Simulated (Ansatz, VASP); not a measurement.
## Cross-check of Pt between VASP and Ansatz

One calculation is typed for both programs; each brings its own data sets and cutoff. How far apart do they land? The cell is taken from a series of VASP runs on this material, whose earlier steps may have relaxed, scaled or displaced it; both programs get it as it stands.

Method: plane waves, with VASP 6.6.1 beside it; relaxation of cell and atoms at LDA, in Ansatz 0.2.0.

### Step 1. The starting structure

The structure is cubic, space group Fm-3m (No. 225). The conventional cell has a = 3.897 Å, b = 3.897 Å, c = 3.897 Å, α = 90.00°, β = 90.00°, γ = 90.00°. Nearest to Pt lie 12 Pt at 2.76 Å.

As a file:

```cif
data_structure
_symmetry_space_group_name_H-M 'P 1'
_symmetry_Int_Tables_number 1
_cell_length_a 2.7553
_cell_length_b 2.7553
_cell_length_c 2.7553
_cell_angle_alpha 60.000
_cell_angle_beta 60.000
_cell_angle_gamma 60.000
_cell_volume 14.79
loop_
_atom_site_label
_atom_site_type_symbol
_atom_site_fract_x
_atom_site_fract_y
_atom_site_fract_z
_atom_site_occupancy
Pt1 Pt 0.00000 0.00000 0.00000 1
```

### Step 2. VASP: relaxation of cell and atoms, LDA

The relaxed volume is the usual yardstick between codes: its relative difference is about their pressure difference at one cell divided by the bulk modulus.

Lines of VASP's logs that name or quote its potential files are left out, and so is its time.

File INCAR:

```
SYSTEM = Pt
PREC = Accurate
ENCUT = 520
EDIFF = 1E-07
NELM = 100
ISMEAR = 1
SIGMA = 0.15
LREAL = .FALSE.
ALGO = Normal
GGA = CA
NBANDS = 11
LASPH = .TRUE.
LORBIT = 11
LWAVE = .FALSE.
LCHARG = .FALSE.
KPAR = 4
IBRION = 2
NSW = 50
ISIF = 3
EDIFFG = -0.005
```

File POSCAR:

```
Pt
1.0
    0.0000000000      1.9483151444      1.9483151444
    1.9483151444      0.0000000000      1.9483151444
    1.9483151444      1.9483151444      0.0000000000
Pt
1
Direct
    0.0000000000      0.0000000000      0.0000000000
```

File KPOINTS:

```
Automatic mesh
0
Gamma
20 20 20
0 0 0
```

Potentials, in the order of the species: Pt (LDA family, release 64).

Run with:

```sh
mpirun -np 4 vasp_std
```

Numbers of over 12 decimals in the logs are rounded to 6 here.

What it wrote:

```text
[banner, memory and clock lines left out]
running    4 mpi-ranks, on    1 nodes
 distrk:  each k-point on    1 cores,    4 groups
 distr:  one band on    1 cores,    1 groups

 POSCAR found type information on POSCAR Pt
 POSCAR found :  1 types and       1 ions
 LDA part: xc-table for (Slater(with rela. corr.)+CA(PZ))
 , standard interpolation
 POSCAR, INCAR and KPOINTS ok, starting setup
 FFT: planning ... GRIDC
 FFT: planning ... GRID_SOFT
 FFT: planning ... GRID
 WAVECAR not read
 entering main loop
       N       E                     dE             d eps       ncg     rms          rms(c)
DAV:   1     0.391065789112E+02    0.39107E+02   -0.53785E+03  5747   0.847E+02
DAV:   2    -0.731837285797E+01   -0.46425E+02   -0.44400E+02  6440   0.179E+02
DAV:   3    -0.793821736487E+01   -0.61984E+00   -0.61424E+00  6558   0.197E+01
DAV:   4    -0.794065302073E+01   -0.24357E-02   -0.24354E-02  6520   0.145E+00
DAV:   5    -0.794067166953E+01   -0.18649E-04   -0.18649E-04  6629   0.117E-01    0.140E+01
DAV:   6    -0.755560613346E+01    0.38507E+00   -0.87963E-01  6097   0.739E+00    0.720E+00
DAV:   7    -0.751131145300E+01    0.44295E-01   -0.14297E-01  6526   0.285E+00    0.263E+00
DAV:   8    -0.750673948875E+01    0.45720E-02   -0.58179E-03  6148   0.725E-01    0.549E-01
DAV:   9    -0.750657583759E+01    0.16365E-03   -0.10936E-04  6313   0.100E-01    0.127E-02
DAV:  10    -0.750657940509E+01   -0.35675E-05   -0.23089E-06  6753   0.104E-02    0.194E-03
DAV:  11    -0.750657945030E+01   -0.45208E-07   -0.45064E-08  5592   0.192E-03
   1 F= -.75065795E+01 E0= -.75066423E+01  d E =-.750658E+01
 curvature:   0.00 expect dE= 0.000E+00 dE for cont linesearch  0.000E+00
 trial: gam= 0.00000 g(F)=  0.125E-63 g(S)=  0.734E-07 ort = 0.000E+00 (trialstep = 0.100E+01)
 search vector abs. value=  0.735E-07
 reached required accuracy - stopping structural energy minimisation
```

Parts of OUTCAR (step 2):

```text
ion  position               nearest neighbor table
   1  0.000  0.000  0.000-

  LATTYP: Found a face centered cubic cell.
 ALAT       =     3.8966302888

 Subroutine GETGRP returns: Found 48 space group operations
 (whereof 48 operations were pure point group operations)

The static configuration has the point symmetry O_h .

 Found    256 irreducible k-points:

   k-points           NKPTS =    256   k-points in BZ     NKDIM =    256   number of bands    NBANDS=     11

   dimension x,y,z NGX =    20 NGY =   20 NGZ =   20
   dimension x,y,z NGXF=    40 NGYF=   40 NGZF=   40

   ENCUT  =  520.0 eV  38.22 Ry    6.18 a.u.   5.12  5.12  5.12*2*pi/ulx,y,z

   NELECT =      10.0000    total number of electrons

 k-points in reciprocal lattice and weights: Automatic mesh
   0.00000000  0.00000000  0.00000000       0.000
   0.05000000  0.00000000  0.00000000       0.001
   0.10000000  0.00000000  0.00000000       0.001
   0.15000000  0.00000000  0.00000000       0.001
   0.20000000  0.00000000  0.00000000       0.001
   0.25000000  0.00000000  0.00000000       0.001
   0.30000000  0.00000000  0.00000000       0.001
   0.35000000  0.00000000  0.00000000       0.001
   0.40000000  0.00000000  0.00000000       0.001
[...]
-0.30000000  0.50000000  0.20000000       0.002
  -0.25000000  0.50000000  0.25000000       0.001

 average (electrostatic) potential at core
       1 -62.7082

 E-fermi :  11.5274

 k-point     1 :       0.0000    0.0000    0.0000
  band No.  band energies     occupation
    ...
      2       7.5820      2.00000
      3       7.5820      2.00000
      4       7.5820      2.00000
      5       9.8463      2.00000
      6       9.8463      2.00000
      7      26.0845      0.00000
      8      31.1171      0.00000
      9      31.1171      0.00000
     10      31.1171      0.00000
     11      36.6409      0.00000

 k-point     2 :       0.0500    0.0000    0.0000
  band No.  band energies     occupation
    ...
      2       7.5344      2.00000
      3       7.6239      2.00000
      4       7.6239      2.00000
      5       9.8218      2.00000
      6       9.8218      2.00000
      7      26.2494      0.00000
      8      30.5719      0.00000
      9      31.2787      0.00000
     10      31.2787      0.00000
     11      37.2588      0.00000

 k-point     3 :       0.1000    0.0000    0.0000
  band No.  band energies     occupation
    ...
      2       7.4086      2.00000
      3       7.7373      2.00000
      4       7.7373      2.00000
      5       9.7649      2.00000
      6       9.7649      2.00000
      7      26.7095      0.00000
      8      29.3733      0.00000
      9      31.7520      0.00000
     10      31.7520      0.00000
     11      38.2824      0.00000

  Total       -0.0007123     -0.0007123     -0.0007123      0.0000000      0.0000000      0.0000000
  in kB       -0.0771569     -0.0771569     -0.0771569      0.0000000      0.0000000      0.0000000
  external PRESSURE =      -0.0771569 kB  Pullay stress =       0.0000000 kB

  energy-cutoff  :      520.00
  volume of cell :       14.79
      direct lattice vectors                 reciprocal lattice vectors
     0.000000000  1.948315144  1.948315144    -0.256631994  0.256631994  0.256631994
     1.948315144  0.000000000  1.948315144     0.256631994 -0.256631994  0.256631994
     1.948315144  1.948315144  0.000000000     0.256631994  0.256631994 -0.256631994

 POSITION                                       TOTAL-FORCE (eV/Angst)
 -----------------------------------------------------------------------------------
      0.00000      0.00000      0.00000        -0.000000      0.000000     -0.000000
 -----------------------------------------------------------------------------------
    total drift:                                0.000000      0.000000      0.000000

  FREE ENERGIE OF THE ION-ELECTRON SYSTEM (eV)
  ---------------------------------------------------
  free  energy   TOTEN  =        -7.5065794503 eV

  energy  without entropy=       -7.5067679674  energy(sigma->0) =       -7.50664229

 reached required accuracy - stopping structural energy minimisation

 total charge
# of ion       s       p       d       tot
------------------------------------------
    1        0.650   0.636   8.070   9.356

[... 3 further parts left out ...]
```

CONTCAR:

```
Pt
   1.00000000000000
     0.0000000000000000    1.9483151444000000    1.9483151444000000
     1.9483151444000000    0.0000000000000000    1.9483151444000000
     1.9483151444000000    1.9483151444000000    0.0000000000000000
  Pt
     1
Direct
     0.0000000000000000    0.0000000000000000    0.0000000000000000
```

### Step 3. Ansatz: relaxation of cell and atoms, LDA

Ansatz runs on its default PAW (the set named soft_2) files.

The same cell, functional (in two slightly different forms), mesh and smearing now go to Ansatz, which takes its cutoff from its data sets.

File input.yaml:

```yaml
crystal:
  lattice:
    - [0.0, 1.9483151444, 1.9483151444]
    - [1.9483151444, 0.0, 1.9483151444]
    - [1.9483151444, 1.9483151444, 0.0]
  atoms:
    - { symbol: Pt, position: [0.0, 0.0, 0.0] }
hamiltonian:
  xc: lda
  pseudopotentials: { kind: paw }
kpoints:
  mp_grid: { grid: [20, 20, 20] }
scf:
  occupations: { method: methfessel_paxton, width: 0.15 }
relax:
  f_tol: 0.01
  max_steps: 60
  cell: { stress_tol: 0.05 }
output:
  forces: true
  stress: true
```

Run with:

```sh
ansatz run input.yaml --threads 4 --pin off --max-ram 9216MiB --backend cpu --events-out ev --progress --plain --runs-dir out
```

What it wrote:

```text
Engine: ansatz 0.2.0, x86_64-unknown-linux-gnu
Pseudopotentials: kind: paw
Pseudopotential: Pt, paw, valence charge 18, recommended cutoff 420 eV (normal), Pt.paw.azcp
Functional definition: SPW92
  exchange = slater_x
  correlation = pw_c
Crystal: 1 atoms, lattice volume = 14.791 Å³
Basis set: ecut = 420 eV, 283 PW (Γ)
Bands: 13, of which v1, the nominal top of the filled ones, is band 9 counted from 1 (8 counted from 0)
Symmetry: 48 space group operations
Space group: Fm-3m (ITA 225), of the structure as read, at distance tolerance 2.5e-5 Å
k-points: 256 of 8000
Non-local potential: Pt, projectors of the file, l = 0: 3, l = 1: 2, l = 2: 2, l = 3: 1
PAW form: soft (Blöchl's): semilocal exchange-correlation on the pseudo side does not see the compensation charge
PAW frozen core: Pt, regenerated for the run's functional, and the local potential with it (the file was generated under x = pbe(κ = 0.804, μ = 0.219515), c = pbe(β = 0.066725))
PAW one-centre angular grid: Pt, 590 points (default); XC on 64 Gauss nodes
Initial density: superposition of atomic densities (neutral atoms: chi_scale 0, normalization atom), corrected by the library's trained network
Initial wavefunctions: pseudopotential atomic-orbital guess
Functional: x = slater, c = lda
SCF iter   1: F=—  HF=-12244.989993 eV  |F-HF|=—  |Δ(HF+E_count)|=         —  Δρ=6.57e-3  dr2=2.58e-3  ethr=1.77e-3  ⟨swp⟩=5.0  Hψ=18138  notcnv=0
preconditioner: auto → none  [metal: Δε(μ)=0.004 eV  Ē_g=14.399 eV  σ=0.150 eV  W_gap=0.02  n_scr=8 (ndim 8)  ℏωp=30.5 eV  f_vac=0.000  D(μ)=1.68/eV (n_scr^D=14)  sad-step TF]
SCF iter   2: F=—  HF=-12244.989081 eV  |F-HF|=—  |Δ(HF+E_count)|=   9.12e-4  S|Δr|=    0.00e0  Δρ=3.32e-3  dr2=5.32e-4  ethr=1.44e-5  ⟨swp⟩=1.4  Hψ=5663  notcnv=0
SCF iter   3: F=—  HF=-12244.988968 eV  |F-HF|=—  |Δ(HF+E_count)|=   1.13e-4  S|Δr|=    0.00e0  Δρ=2.69e-4  dr2=1.92e-6  ethr=2.95e-6  ⟨swp⟩=2.4  Hψ=4413  notcnv=0
SCF iter   4: F=—  HF=-12244.988971 eV  |F-HF|=—  |Δ(HF+E_count)|=   3.27e-6  S|Δr|=    0.00e0  Δρ=3.10e-5  dr2=4.40e-8  ethr=5.56e-10  ⟨swp⟩=4.4  Hψ=11635  notcnv=0
SCF iter   5: F=-12244.988971 eV  HF=-12244.988971 eV  |F-HF|=4.00e-10  |Δ(HF+E_count)|=   1.09e-7  S|Δr|=    0.00e0  Δρ=3.67e-6  dr2=6.88e-10  ethr=2.44e-10  ⟨swp⟩=2.0  Hψ=11759  notcnv=0
SCF 1 converged in 5 iterations: F = -12244.988971 eV  dr2 = 6.88e-10
  greatest PAW one-centre occupation: 1.000 electrons in one spin orbital (limit 2), on the Pt atom at site 0 (counted from 0), in its partial waves of l = 0
relax step   1: F+E_penalty+E_count = -12244.98897096 eV  Δ(F+E_penalty+E_count) = +0.000e0 eV  max|allowed force component| = 0.000e0 eV/Å  Δτ_max = 0.0000 Å  P = -0.762 GPa  Ω = 14.791 Å³  (5 SCF iters, dr2 threshold 1.00e-7 eV, accepted)
[...]
relax step   2: F+E_penalty+E_count = -12244.98881563 eV  Δ(F+E_penalty+E_count) = +1.553e-4 eV  max|allowed force component| = 0.000e0 eV/Å  Δτ_max = 0.0000 Å  P = +1.366 GPa  Ω = 14.690 Å³  energy of the carried Pulay correction = +3.091e-5 eV  (4 SCF iters, dr2 threshold 1.00e-7 eV, rejected (line search))
[...]
relax step   3: F+E_penalty+E_count = -12244.98906999 eV  Δ(F+E_penalty+E_count) = -9.903e-5 eV  max|allowed force component| = 0.000e0 eV/Å  Δτ_max = 0.0000 Å  P = -0.007 GPa  Ω = 14.755 Å³  energy of the carried Pulay correction = +1.110e-5 eV  (5 SCF iters, accepted)
[...]
relax step   4: F+E_penalty+E_count = -12244.98905995 eV  Δ(F+E_penalty+E_count) = +1.004e-5 eV  max|allowed force component| = 0.000e0 eV/Å  Δτ_max = 0.0000 Å  P = -0.007 GPa  Ω = 14.755 Å³  stress off target by 6.91e-3 GPa  SCF on the basis re-selected at this cell (its energy is not comparable with the rows above)  (4 SCF iters)
basis re-selected at this cell: Δ(F+E_penalty+E_count) = +1.004e-5 eV, ΔP = +0.000 GPa vs the last step (what re-selecting the basis moved, of the pressure what is left beyond the Pulay correction that the steps carried, after the strain that the cell walked since its last selection, with what the two solves' SCF thresholds leave and, on support functions, any second-order correction that the steps lacked; it is no measure of the basis error at this ecutwfc). This SCF's stress stands 6.91e-3 GPa from its target on what of the cell is left free (relax.cell.stress_tol is 5.00e-2 GPa) and its largest allowed force component is 0.00e0 eV/Å (relax.f_tol is 1.00e-2 eV/Å): [rest of the remark cut]
SCF converged after 4 iterations
Stability not checked: this state was not tested for a lower state beside it, because cold or Methfessel-Paxton smearing, or corrected tetrahedra, fill the levels in a way that the test cannot read (fill_not_monotonic; see scf.lower_state_search)
Free energy (F): -12244.989060 eV
Harris-Foulkes:  -12244.989060 eV  (|F-HF|=0.00e0)
Internal energy: -12244.989286 eV  (E = F + TS)
E sigma→0 (E₀):  -12244.989116 eV
Entropy (-TS):   0.000226 eV (0.226 meV/atom)
Fermi energy:    23.731478 eV
--- Per-component energies (eV) ---
  E_band       = -124.975667
  E_kinetic    = 639.333268
  E_local      = -1439.216848  (includes V_loc(G=0)·N_el)
  E_nonlocal   = 206.861074
  E_hartree    = 533.169713
  E_xc         = -260.906554
  E_vxc        = -303.414690  (∫ρ·V_xc dr)
  E_paw        = -9177.674143  (= ΣΔE_a)
  E_vpaw       = -294.878046  (= ΣTr[D̂ρ^β])
  E_aug_tail   = 0.000161  (compensation charges beyond the density's cutoff)
  E_ewald      = -2747.019825
  E_core_change = 0.463869  (= ΣΔE_core)
  E_smearing   = 0.000226  (= −TS)
  E_closure    = 0.000000  (closes the sum)
  Σ components = -12244.989060   (vs F -12244.989060, Δ=0.00e0)
--- Forces (eV/Å), atoms counted from 1 ---
  atom   1  Pt    -0.00000000    -0.00000000     0.00000000
  max |Σ_I F_I| component: 1.81e-31 eV/Å
--- Stress (GPa, compression-positive) ---
       -0.006909      -0.000000      -0.000000
       -0.000000      -0.006909      -0.000000
       -0.000000       0.000000      -0.006909
  P = ⅓ Tr σ = -0.0069 GPa (-0.069 kbar)
--- Relaxed structure (3 steps of the walk, 2 accepted, 1 SCFs on fresh bases) ---
  F+E_penalty+E_count = -12244.98905995 eV   max|allowed force component| = 0.000e0 eV/Å   (the final SCF, on the basis selected at the relaxed cell)
  cell:  # Å, volume = 14.7548 Å³
    - [0, 1.946710, 1.946710]
    - [1.946710, 0, 1.946710]
    - [1.946710, 1.946710, 0]
  atoms:
    - { symbol: Pt, position: [0.0, 0.0, 0.0] }
```

Wall time 3.9 s (4 threads of AMD EPYC 7B13 (Zen 3), shared host); peak memory 0.4 GiB.

### Step 4. Comparison

Known differences besides the potentials themselves: the two LDA forms differ slightly; both relaxations stop at a tolerance, which leaves soft axes loose, and VASP keeps its plane-wave basis; the data sets hold 18 valence electrons in Ansatz (default PAW (the set named soft_2) files) and 10 in VASP; the cutoff is 420 eV in Ansatz and 520 eV in VASP; VASP's log shows a relativistic correction to its local exchange, Ansatz's none; Ansatz adds a Pulay correction to the stress that steers its cell, VASP none. Total energies have different zeros and are not compared.

The two programs side by side:

| quantity | Ansatz | VASP | difference |
| --- | --- | --- | --- |
| volume (Å³) | 14.75 | 14.79 | -0.25 % |
| edge a after relaxation, in the typed setting (Å) | 2.753 | 2.755 | -0.08 % |

The walks stopped with -0.01 GPa left in Ansatz and -0.01 GPa in VASP; each walk ends within a tolerance, so the volume difference is uncertain by about these residues over the bulk modulus, most in soft cells.

### Step 5. Results

| Quantity | Value |
| --- | --- |
| difference in volume (relaxation of cell and atoms, LDA) | -0.25 % |

In words: The difference in volume is -0.25 % (relaxation of cell and atoms, LDA), within the 1.2 % picked in this series as the mark of a large difference, as far as the stopping tolerances let one tell. How closely two codes agree says nothing of how well the functional describes the real material.

[Lines on the potential files, build, host, timing and source positions are cut from VASP's logs without a mark.]

[Logs are printed without paths, hosts, clocks, repeated set-up lines and the standing remarks that a program may print on its own settings, such as how far it seeks lower states.]

[Hosts, paths, dates, database ids (printed as entryN), source tags and the programs' standing remarks are cut or masked in the printed files.]
